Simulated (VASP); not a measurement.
# BaSrHfZrO₆: extra electron on Zr

BaSrHfZrO₆, F-43m (no. 216), 80 atoms in the cell. PBE, DFT+U, excess carrier in a supercell; PAW potentials Hf_pv, Ba_sv, Zr_sv, Sr_sv, O (PBE set).

Charge (e): -1; Cation: Zr.

## Input

INCAR.step1:
```
PREC = Accurate
ENCUT = 600
EDIFF = 1E-7
ISMEAR = 0
SIGMA = 0.05
ALGO = Normal
LREAL = F
LASPH = T
NELM = 100
LWAVE = F
LCHARG = F
IBRION = 2
NSW = 30
ISIF = 3
EDIFFG = -0.005
LDAU = T
LDAUTYPE = 2
LDAUL = -1 -1 2 -1 -1
LDAUU = 0 0 6 0 0
LDAUJ = 0 0 0 0 0
LMAXMIX = 4
KPAR = 4
```

INCAR.step2:
```
PREC = Accurate
ENCUT = 460
EDIFF = 1E-6
ISMEAR = 0
SIGMA = 0.05
ALGO = Normal
LREAL = Auto
LASPH = T
NELM = 100
LWAVE = F
LCHARG = F
LORBIT = 11
LDAU = T
LDAUTYPE = 2
LDAUL = -1 -1 2 -1 -1
LDAUU = 0 0 6 0 0
LDAUJ = 0 0 0 0 0
LMAXMIX = 4
NCORE = 4
```

INCAR.step3:
```
PREC = Accurate
ENCUT = 460
EDIFF = 1E-6
ISMEAR = 0
SIGMA = 0.05
ALGO = Normal
LREAL = Auto
LASPH = T
NELM = 100
LWAVE = F
LCHARG = F
ISPIN = 2
LORBIT = 11
LDAU = T
LDAUTYPE = 2
LDAUL = -1 -1 2 -1 -1
LDAUU = 0 0 6 0 0
LDAUJ = 0 0 0 0 0
LMAXMIX = 4
NCORE = 4
MAGMOM = 0.0 0.0 0.0 0.0 0.0 0.0 0.0 0.0 0.0 0.0 0.0 0.0 0.0 0.0 0.0 0.0 0.125 0.125 0.125 0.125 0.125 0.125 0.125 0.125 0.0 0.0 0.0 0.0 0.0 0.0 0.0 0.0 0.0 0.0 0.0 0.0 0.0 0.0 0.0 0.0 0.0 0.0 0.0 0.0 0.0 0.0 0.0 0.0 0.0 0.0 0.0 0.0 0.0 0.0 0.0 0.0 0.0 0.0 0.0 0.0 0.0 0.0 0.0 0.0 0.0 0.0 0.0 0.0 0.0 0.0 0.0 0.0 0.0 0.0 0.0 0.0 0.0 0.0 0.0 0.0
NUPDOWN = 1
NELECT = 625.0
```

INCAR.step4:
```
PREC = Accurate
ENCUT = 460
EDIFF = 1E-5
ISMEAR = 0
SIGMA = 0.05
ALGO = Normal
LREAL = Auto
LASPH = T
NELM = 100
LWAVE = F
LCHARG = F
ISPIN = 2
LORBIT = 11
LDAU = T
LDAUTYPE = 2
LDAUL = -1 -1 2 -1 -1
LDAUU = 0 0 6 0 0
LDAUJ = 0 0 0 0 0
LMAXMIX = 4
NCORE = 4
MAGMOM = 0.0 0.0 0.0 0.0 0.0 0.0 0.0 0.0 0.0 0.0 0.0 0.0 0.0 0.0 0.0 0.0 1.0 0.0 0.0 0.0 0.0 0.0 0.0 0.0 0.0 0.0 0.0 0.0 0.0 0.0 0.0 0.0 0.0 0.0 0.0 0.0 0.0 0.0 0.0 0.0 0.0 0.0 0.0 0.0 0.0 0.0 0.0 0.0 0.0 0.0 0.0 0.0 0.0 0.0 0.0 0.0 0.0 0.0 0.0 0.0 0.0 0.0 0.0 0.0 0.0 0.0 0.0 0.0 0.0 0.0 0.0 0.0 0.0 0.0 0.0 0.0 0.0 0.0 0.0 0.0
NUPDOWN = 1
ISYM = 0
IBRION = 2
NSW = 40
EDIFFG = -0.03
NELECT = 625.0
```

KPOINTS.step1:
```
k-points
0
Gamma
  5 5 5
```

KPOINTS.step2:
```
k-points
0
Gamma
  1 1 1
```

POSCAR.step1:
```
BaSrHfZrO6
1.0
    0.0000000000      4.2015166800      4.2015166800
    4.2015166800      0.0000000000      4.2015166800
    4.2015166800      4.2015166800      0.0000000000
Hf Ba Zr Sr O
1 1 1 1 6
Direct
    0.0000000000      0.0000000000      0.0000000000
    0.7500000000      0.7500000000      0.7500000000
    0.5000000000      0.5000000000      0.5000000000
    0.2500000000      0.2500000000      0.2500000000
    0.2481642600      0.7518357400      0.2481642600
    0.7518357400      0.2481642600      0.7518357400
    0.7518357400      0.7518357400      0.2481642600
    0.2481642600      0.2481642600      0.7518357400
    0.2481642600      0.7518357400      0.7518357400
    0.7518357400      0.2481642600      0.2481642600
```

POSCAR.step2:
```
BaSrHfZrO6
1.0
    0.0000000000      8.4272003413      8.4272003413
    8.4272003413      0.0000000000      8.4272003413
    8.4272003413      8.4272003413      0.0000000000
Hf Ba Zr Sr O
8 8 8 8 48
Direct
    0.0000000000      0.0000000000      0.0000000000
    0.0000000000      0.0000000000      0.5000000000
    0.0000000000      0.5000000000      0.0000000000
    0.0000000000      0.5000000000      0.5000000000
    0.5000000000      0.0000000000      0.0000000000
    0.5000000000      0.0000000000      0.5000000000
    0.5000000000      0.5000000000      0.0000000000
    0.5000000000      0.5000000000      0.5000000000
    0.3750000000      0.3750000000      0.3750000000
    0.3750000000      0.3750000000      0.8750000000
    0.3750000000      0.8750000000      0.3750000000
    0.3750000000      0.8750000000      0.8750000000
    0.8750000000      0.3750000000      0.3750000000
    0.8750000000      0.3750000000      0.8750000000
    0.8750000000      0.8750000000      0.3750000000
    0.8750000000      0.8750000000      0.8750000000
    0.2500000000      0.2500000000      0.2500000000
    0.2500000000      0.2500000000      0.7500000000
    0.2500000000      0.7500000000      0.2500000000
    0.2500000000      0.7500000000      0.7500000000
    0.7500000000      0.2500000000      0.2500000000
    0.7500000000      0.2500000000      0.7500000000
    0.7500000000      0.7500000000      0.2500000000
    0.7500000000      0.7500000000      0.7500000000
    0.1250000000      0.1250000000      0.1250000000
    0.1250000000      0.1250000000      0.6250000000
    0.1250000000      0.6250000000      0.1250000000
    0.1250000000      0.6250000000      0.6250000000
    0.6250000000      0.1250000000      0.1250000000
    0.6250000000      0.1250000000      0.6250000000
    0.6250000000      0.6250000000      0.1250000000
    0.6250000000      0.6250000000      0.6250000000
    0.1235885040      0.3764114960      0.1235885040
    0.1235885040      0.3764114960      0.6235885040
    0.1235885040      0.8764114960      0.1235885040
    0.1235885040      0.8764114960      0.6235885040
    0.6235885040      0.3764114960      0.1235885040
    0.6235885040      0.3764114960      0.6235885040
    0.6235885040      0.8764114960      0.1235885040
    0.6235885040      0.8764114960      0.6235885040
    0.3764114960      0.1235885040      0.3764114960
    0.3764114960      0.1235885040      0.8764114960
    0.3764114960      0.6235885040      0.3764114960
    0.3764114960      0.6235885040      0.8764114960
    0.8764114960      0.1235885040      0.3764114960
    0.8764114960      0.1235885040      0.8764114960
    0.8764114960      0.6235885040      0.3764114960
    0.8764114960      0.6235885040      0.8764114960
    0.3764114960      0.3764114960      0.1235885040
    0.3764114960      0.3764114960      0.6235885040
    0.3764114960      0.8764114960      0.1235885040
    0.3764114960      0.8764114960      0.6235885040
    0.8764114960      0.3764114960      0.1235885040
    0.8764114960      0.3764114960      0.6235885040
    0.8764114960      0.8764114960      0.1235885040
    0.8764114960      0.8764114960      0.6235885040
    0.1235885040      0.1235885040      0.3764114960
    0.1235885040      0.1235885040      0.8764114960
    0.1235885040      0.6235885040      0.3764114960
    0.1235885040      0.6235885040      0.8764114960
    0.6235885040      0.1235885040      0.3764114960
    0.6235885040      0.1235885040      0.8764114960
    0.6235885040      0.6235885040      0.3764114960
    0.6235885040      0.6235885040      0.8764114960
    0.1235885040      0.3764114960      0.3764114960
    0.1235885040      0.3764114960      0.8764114960
    0.1235885040      0.8764114960      0.3764114960
    0.1235885040      0.8764114960      0.8764114960
    0.6235885040      0.3764114960      0.3764114960
    0.6235885040      0.3764114960      0.8764114960
    0.6235885040      0.8764114960      0.3764114960
    0.6235885040      0.8764114960      0.8764114960
    0.3764114960      0.1235885040      0.1235885040
    0.3764114960      0.1235885040      0.6235885040
    0.3764114960      0.6235885040      0.1235885040
    0.3764114960      0.6235885040      0.6235885040
    0.8764114960      0.1235885040      0.1235885040
    0.8764114960      0.1235885040      0.6235885040
    0.8764114960      0.6235885040      0.1235885040
    0.8764114960      0.6235885040      0.6235885040
```

POSCAR.step4:
```
BaSrHfZrO6
1.0
    0.0000000000      8.4272003413      8.4272003413
    8.4272003413      0.0000000000      8.4272003413
    8.4272003413      8.4272003413      0.0000000000
Hf Ba Zr Sr O
8 8 8 8 48
Direct
    0.0000000000      0.0000000000      0.0000000000
    0.0000000000      0.0000000000      0.5000000000
    0.0000000000      0.5000000000      0.0000000000
    0.0000000000      0.5000000000      0.5000000000
    0.5000000000      0.0000000000      0.0000000000
    0.5000000000      0.0000000000      0.5000000000
    0.5000000000      0.5000000000      0.0000000000
    0.5000000000      0.5000000000      0.5000000000
    0.3750000000      0.3750000000      0.3750000000
    0.3750000000      0.3750000000      0.8750000000
    0.3750000000      0.8750000000      0.3750000000
    0.3750000000      0.8750000000      0.8750000000
    0.8750000000      0.3750000000      0.3750000000
    0.8750000000      0.3750000000      0.8750000000
    0.8750000000      0.8750000000      0.3750000000
    0.8750000000      0.8750000000      0.8750000000
    0.2500000000      0.2500000000      0.2500000000
    0.2500000000      0.2500000000      0.7500000000
    0.2500000000      0.7500000000      0.2500000000
    0.2500000000      0.7500000000      0.7500000000
    0.7500000000      0.2500000000      0.2500000000
    0.7500000000      0.2500000000      0.7500000000
    0.7500000000      0.7500000000      0.2500000000
    0.7500000000      0.7500000000      0.7500000000
    0.1250000000      0.1250000000      0.1250000000
    0.1250000000      0.1250000000      0.6250000000
    0.1250000000      0.6250000000      0.1250000000
    0.1250000000      0.6250000000      0.6250000000
    0.6250000000      0.1250000000      0.1250000000
    0.6250000000      0.1250000000      0.6250000000
    0.6250000000      0.6250000000      0.1250000000
    0.6250000000      0.6250000000      0.6250000000
    0.1185393770      0.3814606230      0.1185393770
    0.1235885040      0.3764114960      0.6235885040
    0.1235885040      0.8764114960      0.1235885040
    0.1235885040      0.8764114960      0.6235885040
    0.6235885040      0.3764114960      0.1235885040
    0.6235885040      0.3764114960      0.6235885040
    0.6235885040      0.8764114960      0.1235885040
    0.6235885040      0.8764114960      0.6235885040
    0.3814606230      0.1185393770      0.3814606230
    0.3764114960      0.1235885040      0.8764114960
    0.3764114960      0.6235885040      0.3764114960
    0.3764114960      0.6235885040      0.8764114960
    0.8764114960      0.1235885040      0.3764114960
    0.8764114960      0.1235885040      0.8764114960
    0.8764114960      0.6235885040      0.3764114960
    0.8764114960      0.6235885040      0.8764114960
    0.3814606230      0.3814606230      0.1185393770
    0.3764114960      0.3764114960      0.6235885040
    0.3764114960      0.8764114960      0.1235885040
    0.3764114960      0.8764114960      0.6235885040
    0.8764114960      0.3764114960      0.1235885040
    0.8764114960      0.3764114960      0.6235885040
    0.8764114960      0.8764114960      0.1235885040
    0.8764114960      0.8764114960      0.6235885040
    0.1185393770      0.1185393770      0.3814606230
    0.1235885040      0.1235885040      0.8764114960
    0.1235885040      0.6235885040      0.3764114960
    0.1235885040      0.6235885040      0.8764114960
    0.6235885040      0.1235885040      0.3764114960
    0.6235885040      0.1235885040      0.8764114960
    0.6235885040      0.6235885040      0.3764114960
    0.6235885040      0.6235885040      0.8764114960
    0.1185393770      0.3814606230      0.3814606230
    0.1235885040      0.3764114960      0.8764114960
    0.1235885040      0.8764114960      0.3764114960
    0.1235885040      0.8764114960      0.8764114960
    0.6235885040      0.3764114960      0.3764114960
    0.6235885040      0.3764114960      0.8764114960
    0.6235885040      0.8764114960      0.3764114960
    0.6235885040      0.8764114960      0.8764114960
    0.3814606230      0.1185393770      0.1185393770
    0.3764114960      0.1235885040      0.6235885040
    0.3764114960      0.6235885040      0.1235885040
    0.3764114960      0.6235885040      0.6235885040
    0.8764114960      0.1235885040      0.1235885040
    0.8764114960      0.1235885040      0.6235885040
    0.8764114960      0.6235885040      0.1235885040
    0.8764114960      0.6235885040      0.6235885040
```

Commands (each step's output is kept before the next begins):
```
cat potpaw_PBE.64/Hf_pv/POTCAR potpaw_PBE.64/Ba_sv/POTCAR potpaw_PBE.64/Zr_sv/POTCAR potpaw_PBE.64/Sr_sv/POTCAR potpaw_PBE.64/O/POTCAR > POTCAR
cp INCAR.step1 INCAR
cp KPOINTS.step1 KPOINTS
cp POSCAR.step1 POSCAR
mpirun -np 4 vasp_std > vasp.out
rm WAVECAR CHG
cp INCAR.step2 INCAR
cp KPOINTS.step2 KPOINTS
cp POSCAR.step2 POSCAR
mpirun -np 4 vasp_gam > vasp.out
rm WAVECAR CHG
cp INCAR.step3 INCAR
mpirun -np 4 vasp_gam > vasp.out
rm WAVECAR CHG
cp INCAR.step4 INCAR
cp POSCAR.step4 POSCAR
mpirun -np 4 vasp_gam > vasp.out
```

## Result

- Trapped less spread-out state (eV): -0.004
- Largest moment of a site (μB): 0.04
- The same in the spread-out state (μB): 0.04
- Change of that cation's bonds (Å): 0.000
- Electron's level over the valence top (eV): 3.73
- Host's gap (eV): 3.78
- Trapped: no

Supercell on the primitive cell's vectors: (2 0 0), (0 2 0), (0 0 2).

Limits: whether the electron traps hangs on U and on the cell's size; the cell is charged against a uniform background and no finite-size correction is added.

VASP 6.6.1 took 3895 s on 4 cores (Intel Xeon Platinum 8488C (Sapphire Rapids)), a shared host.
